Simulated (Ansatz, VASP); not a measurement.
# Cross-check of HfB2 between VASP and Ansatz

Wanted: the spread between two codes on one cell, functional and k mesh. The cell is taken from a series of runs on this material, whose earlier steps may have relaxed, scaled, displaced or heated it; both programs get it as it stands.

Calculated with Ansatz 0.2.0; plane waves, with VASP 6.6.1 beside it; zone-centre phonons at PBEsol.

### 1. Starting point

It takes space group P6/mmm (No. 191, hexagonal). Conventional cell: a = 3.252 Å, b = 3.252 Å, c = 3.372 Å, α = 90.00°, β = 90.00°, γ = 120.00°. Nearest to B lie 3 B at 1.88 Å and 6 Hf at 2.52 Å. Hf has 12 B at 2.52 Å nearest. Farther neighbours are not listed.

### 2. VASP: zone-centre phonons, PBEsol

Second derivatives magnify differences that forces hide, and they need a tight electronic threshold.

Lines of VASP's logs that name or quote its potential files are left out, and so is its time.

Input file INCAR:

```
SYSTEM = HfB2
PREC = Accurate
ENCUT = 500
EDIFF = 1E-08
NELM = 120
ISMEAR = 1
SIGMA = 0.2
LREAL = .FALSE.
ALGO = Normal
GGA = PS
NBANDS = 14
LASPH = .TRUE.
LORBIT = 11
LWAVE = .FALSE.
LCHARG = .FALSE.
ISIF = 2
IBRION = 8
GGA_COMPAT = .FALSE.
KPAR = 2
```

Input file POSCAR:

```
HfB2
1.0
    3.2522426833      0.0000000000      0.0000000000
   -1.6261213416      2.8165247830      0.0000000000
    0.0000000000      0.0000000000      3.3718184499
B Hf
2 1
Direct
    0.3333333333      0.6666666667      0.5000000000
    0.6666666667      0.3333333333      0.5000000000
    0.0000000000      0.0000000000      0.0000000000
```

Input file KPOINTS:

```
Automatic mesh
0
Gamma
15 15 12
0 0 0
```

PAW data sets: B and Hf_pv (PBE family, release 64).

Run with:

```bash
$ mpirun -np 2 vasp_std
```

Numbers of over 12 decimals in the logs are rounded to 6 here.

What it wrote:

```text
[banner, memory and clock lines left out]
running    2 mpi-ranks, on    1 nodes
 distrk:  each k-point on    1 cores,    2 groups
 distr:  one band on    1 cores,    1 groups

 POSCAR found type information on POSCAR B Hf
 POSCAR found :  2 types and       3 ions
|                                                                             |
|               ----> ADVICE to this user running VASP <----                  |
|                                                                             |
|     You enforced a specific xc type in the INCAR file but a different       |
|     [... a line on the potential file left out ...]
|     I HOPE YOU KNOW WHAT YOU ARE DOING!                                     |
|                                                                             |

 LDA part: xc-table for (Slater+PW92), standard interpolation
 POSCAR, INCAR and KPOINTS ok, starting setup
 FFT: planning ... GRIDC
 FFT: planning ... GRID_SOFT
 FFT: planning ... GRID
 WAVECAR not read
 entering main loop
       N       E                     dE             d eps       ncg     rms          rms(c)
DAV:   1     0.262415311847E+02    0.26242E+02   -0.79067E+03  5292   0.104E+03
DAV:   2    -0.280724021061E+02   -0.54314E+02   -0.50821E+02  6754   0.222E+02
DAV:   3    -0.296322171462E+02   -0.15598E+01   -0.15497E+01  7148   0.280E+01
DAV:   4    -0.296403782440E+02   -0.81611E-02   -0.81594E-02  6066   0.244E+00
DAV:   5    -0.296404374216E+02   -0.59178E-04   -0.59173E-04  7068   0.181E-01    0.523E+01
DAV:   6    -0.278106937867E+02    0.18297E+01   -0.30265E+00  6486   0.114E+01    0.373E+01
DAV:   7    -0.277662665436E+02    0.44427E-01   -0.10747E+00  6756   0.722E+00    0.966E+00
DAV:   8    -0.277024875840E+02    0.63779E-01   -0.30663E-01  6366   0.388E+00    0.141E+00
DAV:   9    -0.276994467959E+02    0.30408E-02   -0.20064E-02  6186   0.111E+00    0.261E-01
DAV:  10    -0.276993849304E+02    0.61865E-04   -0.58148E-04  6698   0.196E-01    0.249E-01
DAV:  11    -0.276993878015E+02   -0.28711E-05   -0.40497E-05  6534   0.474E-02    0.655E-02
DAV:  12    -0.276993861300E+02    0.16716E-05   -0.38114E-06  6462   0.152E-02    0.226E-02
DAV:  13    -0.276993862063E+02   -0.76294E-07   -0.15948E-07  6612   0.344E-03    0.119E-03
DAV:  14    -0.276993862118E+02   -0.55441E-08   -0.10478E-08  5112   0.810E-04
   1 F= -.27699386E+02 E0= -.27699232E+02  d E =-.461269E-03
 Linear response reoptimize wavefunctions to high precision
DAV:   1    -0.276993862316E+02   -0.19759E-07   -0.42134E-09  6566   0.502E-04
DAV:   2    -0.276993862316E+02   -0.36380E-11   -0.69213E-11  3012   0.741E-05
 Linear response DOF=           4
 Linear response progress:
  Degree of freedom:   1/  4
       N       E                     dE             d eps       ncg     rms          rms(c)
RMM:   1    -0.428729490213E-01   -0.42873E-01    0.29192E-02 53190   0.112E+00
RMM:   2    -0.420335809944E-01    0.83937E-03   -0.12577E-03 38878   0.201E-01    0.282E-01
RMM:   3    -0.419671196572E-01    0.66461E-04   -0.51265E-04 34723   0.113E-01    0.150E-01
RMM:   4    -0.424316653435E-01   -0.46455E-03   -0.47403E-04 35512   0.102E-01    0.194E-02
RMM:   5    -0.423898101612E-01    0.41855E-04   -0.17984E-05 38825   0.234E-02    0.626E-03
RMM:   6    -0.423870151648E-01    0.27950E-05   -0.87782E-07 40957   0.467E-03    0.165E-03
RMM:   7    -0.423813931035E-01    0.56221E-05   -0.12431E-07 40350   0.184E-03    0.677E-04
RMM:   8    -0.423826389223E-01   -0.12458E-05   -0.69467E-09 42379   0.448E-04    0.261E-04
RMM:   9    -0.423824394874E-01    0.19943E-06   -0.69194E-09 41177   0.136E-04    0.115E-04
RMM:  10    -0.423826178121E-01   -0.17832E-06   -0.45698E-09 40069   0.634E-05    0.148E-05
RMM:  11    -0.423826039101E-01    0.13902E-07   -0.25276E-09 41457   0.226E-05    0.112E-05
RMM:  12    -0.423826065858E-01   -0.26757E-08   -0.16420E-09 37099   0.120E-05    0.587E-06
 first order change of Fermi-energy   0.18360E-04
 force on displaced ion       1 direction 1 : -11.678  -0.001   0.000
 Linear response progress:
  Degree of freedom:   2/  4
       N       E                     dE             d eps       ncg     rms          rms(c)
RMM:   1    -0.434424369380E-01   -0.43442E-01    0.35386E-02 18366   0.121E+00
RMM:   2    -0.434851774919E-01   -0.42741E-04   -0.99358E-04 13994   0.180E-01    0.376E-01
RMM:   3    -0.434768042253E-01    0.83733E-05   -0.52643E-04 12334   0.117E-01    0.187E-01
RMM:   4    -0.439164586639E-01   -0.43965E-03   -0.33153E-04 13530   0.848E-02    0.243E-02
RMM:   5    -0.439303035886E-01   -0.13845E-04   -0.17021E-05 13921   0.252E-02    0.731E-03
RMM:   6    -0.439300038364E-01    0.29975E-06   -0.95047E-07 14027   0.578E-03    0.175E-03
RMM:   7    -0.439179359065E-01    0.12068E-04   -0.94503E-08 13306   0.213E-03    0.327E-04
RMM:   8    -0.439185524734E-01   -0.61657E-06    0.66108E-09 14905   0.449E-04    0.136E-04
RMM:   9    -0.439183535825E-01    0.19889E-06    0.64097E-09 14888   0.141E-04    0.370E-05
RMM:  10    -0.439184604181E-01   -0.10684E-06    0.74959E-09 14773   0.538E-05    0.362E-05
RMM:  11    -0.439183898760E-01    0.70542E-07   -0.86902E-10 13620   0.328E-05    0.633E-06
RMM:  12    -0.439183942939E-01   -0.44180E-08   -0.59535E-10 14715   0.136E-05    0.271E-06
 first order change of Fermi-energy  -0.93323E-04
 force on displaced ion       1 direction 3 :  -0.000   0.000  -8.795
 Linear response progress:
  Degree of freedom:   3/  4
       N       E                     dE             d eps       ncg     rms          rms(c)
RMM:   1    -0.209242246859E+00   -0.20924E+00    0.46110E+00 13809   0.126E+01
RMM:   2    -0.208971065274E+00    0.27118E-03   -0.34192E-02 19226   0.127E+00    0.510E-01
RMM:   3    -0.208400938180E+00    0.57013E-03   -0.12369E-03 25669   0.174E-01    0.237E-01
RMM:   4    -0.207946136056E+00    0.45480E-03   -0.86568E-05 26381   0.556E-02    0.143E-01
RMM:   5    -0.207529655864E+00    0.41648E-03   -0.25710E-05 26373   0.363E-02    0.121E-02
RMM:   6    -0.207511086845E+00    0.18569E-04   -0.21215E-06 26359   0.981E-03    0.425E-03
RMM:   7    -0.207524226174E+00   -0.13139E-04    0.11962E-06 27877   0.266E-03    0.371E-03
RMM:   8    -0.207522272259E+00    0.19539E-05    0.16453E-06 27067   0.745E-04    0.511E-04
RMM:   9    -0.207521880744E+00    0.39152E-06    0.51843E-07 28807   0.320E-04    0.256E-04
RMM:  10    -0.207522036975E+00   -0.15623E-06    0.17094E-07 27935   0.124E-04    0.316E-05
RMM:  11    -0.207522027653E+00    0.93217E-08    0.73199E-08 28667   0.636E-05    0.202E-05
 first order change of Fermi-energy   0.70936E-04
 force on displaced ion       3 direction 1 : -13.116   0.000   0.000
 Linear response progress:
  Degree of freedom:   4/  4
       N       E                     dE             d eps       ncg     rms          rms(c)
RMM:   1    -0.222563040094E+00   -0.22256E+00    0.45821E+00  6025   0.128E+01
RMM:   2    -0.222356310402E+00    0.20673E-03   -0.38131E-02  8181   0.132E+00    0.735E-01
RMM:   3    -0.221853683973E+00    0.50263E-03   -0.19291E-03 10749   0.204E-01    0.364E-01
RMM:   4    -0.221423632786E+00    0.43005E-03   -0.17990E-04 10191   0.712E-02    0.162E-01
RMM:   5    -0.221148416269E+00    0.27522E-03   -0.28581E-05 10540   0.341E-02    0.235E-02
RMM:   6    -0.221086063640E+00    0.62353E-04   -0.26448E-06 10969   0.101E-02    0.552E-03
RMM:   7    -0.221098059803E+00   -0.11996E-04    0.80937E-06 11602   0.275E-03    0.426E-03
RMM:   8    -0.221099010147E+00   -0.95034E-06    0.16302E-05 11518   0.916E-04    0.546E-04
RMM:   9    -0.221098324261E+00    0.68589E-06    0.10768E-05 11202   0.404E-04    0.218E-04
RMM:  10    -0.221098009911E+00    0.31435E-06    0.53123E-06 12245   0.152E-04    0.388E-05
RMM:  11    -0.221098072704E+00   -0.62793E-07    0.26463E-06 11665   0.762E-05    0.560E-05
RMM:  12    -0.221098025498E+00    0.47206E-07    0.13909E-06 11689   0.410E-05    0.212E-05
RMM:  13    -0.221098010386E+00    0.15112E-07    0.82089E-07 10985   0.250E-05    0.146E-05
RMM:  14    -0.221098000383E+00    0.10003E-07    0.51449E-07 10109   0.187E-05    0.195E-06
RMM:  15    -0.221097996539E+00    0.38434E-08    0.34685E-07  7522   0.150E-05    0.994E-07
RMM:  16    -0.221097994452E+00    0.20879E-08    0.27629E-07  6905   0.135E-05    0.100E-06
RMM:  17    -0.221097993359E+00    0.10921E-08    0.23663E-07  6512   0.127E-05    0.426E-07
RMM:  18    -0.221097993004E+00    0.35584E-09    0.22248E-07  5844   0.122E-05    0.539E-08
 first order change of Fermi-energy   0.65970E-03
 force on displaced ion       3 direction 3 :  -0.000  -0.000 -14.588
 Linear response finished
```

Parts of OUTCAR (step 2):

```text
ion  position               nearest neighbor table
   1  0.333  0.667  0.500-   2 1.88   2 1.88   2 1.88   3 2.52   3 2.52   3 2.52   3 2.52   3 2.52
                             3 2.52
   2  0.667  0.333  0.500-   1 1.88   1 1.88   1 1.88   3 2.52   3 2.52   3 2.52   3 2.52   3 2.52
                             3 2.52
   3  0.000  0.000  0.000-   1 2.52   2 2.52   1 2.52   2 2.52   1 2.52   1 2.52   2 2.52   2 2.52
                             2 2.52   2 2.52   1 2.52   1 2.52

  LATTYP: Found a hexagonal cell.
 ALAT       =     3.2522426833
 C/A-ratio  =     1.0367671721

 Subroutine GETGRP returns: Found 24 space group operations
 (whereof 24 operations were pure point group operations)

The static configuration has the point symmetry D_6h.

 Found    189 irreducible k-points:

   k-points           NKPTS =    189   k-points in BZ     NKDIM =    189   number of bands    NBANDS=     14

   dimension x,y,z NGX =    24 NGY =   24 NGZ =   28
   dimension x,y,z NGXF=    48 NGYF=   48 NGZF=   56

   ENCUT  =  500.0 eV  36.75 Ry    6.06 a.u.   5.93  5.93  6.15*2*pi/ulx,y,z

   NELECT =      16.0000    total number of electrons

 k-points in reciprocal lattice and weights: Automatic mesh
   0.00000000  0.00000000  0.00000000       0.000
   0.06666667 -0.00000000  0.00000000       0.002
   0.13333333 -0.00000000  0.00000000       0.002
   0.20000000 -0.00000000  0.00000000       0.002
   0.26666667 -0.00000000  0.00000000       0.002
   0.33333333 -0.00000000  0.00000000       0.002
   0.40000000 -0.00000000  0.00000000       0.002
   0.46666667 -0.00000000  0.00000000       0.002
   0.06666667  0.06666667  0.00000000       0.002
[...]
0.33333333  0.26666667  0.50000000       0.004
   0.33333333  0.33333333  0.50000000       0.001

 average (electrostatic) potential at core
       1 -25.7523       2 -25.7523       3 -34.5299

  Total       -4.0940731     -4.0940731      0.0093950     -0.0000000      0.0000000     -0.0000000
  in kB     -212.3760146   -212.3760146      0.4873578     -0.0000000      0.0000000     -0.0000000
  external PRESSURE =    -141.4215571 kB  Pullay stress =       0.0000000 kB

  energy-cutoff  :      500.00
  volume of cell :       30.89
      direct lattice vectors                 reciprocal lattice vectors
     3.252242683  0.000000000  0.000000000     0.307480129  0.177523735  0.000000000
    -1.626121342  2.816524783  0.000000000     0.000000000  0.355047471  0.000000000
     0.000000000  0.000000000  3.371818450     0.000000000  0.000000000  0.296575873

 POSITION                                       TOTAL-FORCE (eV/Angst)
 -----------------------------------------------------------------------------------
     -0.00000      1.87768      1.68591        -0.000000      0.000000      0.000000
      1.62612      0.93884      1.68591         0.000000     -0.000000     -0.000000
      0.00000      0.00000      0.00000         0.000000      0.000000      0.000000
 -----------------------------------------------------------------------------------
    total drift:                               -0.000000      0.000000     -0.000000

 Eigenvectors and eigenvalues of the dynamical matrix
 ----------------------------------------------------

   1 f  =   19.483458 THz   122.418180 2PiTHz  649.898219 cm-1    80.577073 meV
             X         Y         Z           dx          dy          dz
     -0.000000  1.877683  1.685909    -0.546268   -0.448990   -0.000000
      1.626121  0.938842  1.685909     0.546268    0.448990    0.000000
      0.000000  0.000000  0.000000    -0.000000   -0.000000    0.000000

   2 f  =   19.483458 THz   122.418180 2PiTHz  649.898219 cm-1    80.577073 meV
             X         Y         Z           dx          dy          dz
     -0.000000  1.877683  1.685909    -0.448990    0.546268    0.000000
      1.626121  0.938842  1.685909     0.448990   -0.546268   -0.000000
      0.000000  0.000000  0.000000     0.000000    0.000000   -0.000000

   3 f  =   15.254805 THz    95.848768 2PiTHz  508.845528 cm-1    63.088776 meV
             X         Y         Z           dx          dy          dz
     -0.000000  1.877683  1.685909    -0.000000    0.000000   -0.707107
      1.626121  0.938842  1.685909    -0.000000    0.000000    0.707107
      0.000000  0.000000  0.000000    -0.000000   -0.000000   -0.000000

   4 f  =   13.598519 THz    85.442014 2PiTHz  453.597766 cm-1    56.238930 meV
             X         Y         Z           dx          dy          dz
     -0.000000  1.877683  1.685909    -0.000000   -0.000000   -0.667826
      1.626121  0.938842  1.685909    -0.000000   -0.000000   -0.667826
      0.000000  0.000000  0.000000    -0.000000    0.000000    0.328660

   5 f  =   12.897163 THz    81.035264 2PiTHz  430.203045 cm-1    53.338356 meV
             X         Y         Z           dx          dy          dz
     -0.000000  1.877683  1.685909     0.515929    0.424066   -0.000000
      1.626121  0.938842  1.685909     0.515929    0.424066   -0.000000
      0.000000  0.000000  0.000000    -0.253846   -0.208648    0.000000

   6 f  =   12.897163 THz    81.035264 2PiTHz  430.203045 cm-1    53.338356 meV
             X         Y         Z           dx          dy          dz
     -0.000000  1.877683  1.685909     0.424066   -0.515929   -0.000000
      1.626121  0.938842  1.685909     0.424066   -0.515929    0.000000
      0.000000  0.000000  0.000000    -0.208648    0.253846   -0.000000

   7 f/i=    0.000704 THz     0.004424 2PiTHz    0.023485 cm-1     0.002912 meV
             X         Y         Z           dx          dy          dz
     -0.000000  1.877683  1.685909     0.000000   -0.000000    0.232398
      1.626121  0.938842  1.685909     0.000000   -0.000000    0.232398
      0.000000  0.000000  0.000000     0.000000   -0.000000    0.944448

   8 f/i=    0.001618 THz     0.010165 2PiTHz    0.053966 cm-1     0.006691 meV
             X         Y         Z           dx          dy          dz
     -0.000000  1.877683  1.685909     0.198323   -0.121053   -0.000000
      1.626121  0.938842  1.685909     0.198323   -0.121053   -0.000000
      0.000000  0.000000  0.000000     0.806161   -0.492070   -0.000000

   9 f/i=    0.001618 THz     0.010165 2PiTHz    0.053966 cm-1     0.006691 meV
             X         Y         Z           dx          dy          dz
     -0.000000  1.877683  1.685909     0.121053    0.198323    0.000000
      1.626121  0.938842  1.685909     0.121053    0.198323    0.000000
      0.000000  0.000000  0.000000     0.492070    0.806161    0.000000

 ELASTIC MODULI CONTR FROM IONIC RELAXATION (kBar)
 Direction    XX          YY          ZZ          XY          YZ          ZX
 --------------------------------------------------------------------------------
 XX         -80.4363     80.4363      0.0000     -0.0000     -0.0000     -0.0000
 YY          80.4363    -80.4363     -0.0000     -0.0000      0.0000      0.0000
 ZZ           0.0000     -0.0000     -0.0000      0.0000      0.0000      0.0000
 XY          -0.0000     -0.0000      0.0000    -80.4363      0.0000      0.0000
 YZ          -0.0000      0.0000      0.0000      0.0000     -0.0000     -0.0000
 ZX          -0.0000      0.0000      0.0000      0.0000     -0.0000     -0.0000
 --------------------------------------------------------------------------------
```

[end of part 1 of 2]

[Lines on the potential files, build, host, timing and source positions are cut from VASP's logs without a mark.]

[Logs are printed without paths, hosts, clocks, repeated set-up lines and the standing remarks that a program may print on its own settings, such as how far it seeks lower states.]

[Hosts, paths, dates, database ids (printed as entryN), source tags and the programs' standing remarks are cut or masked in the printed files.]
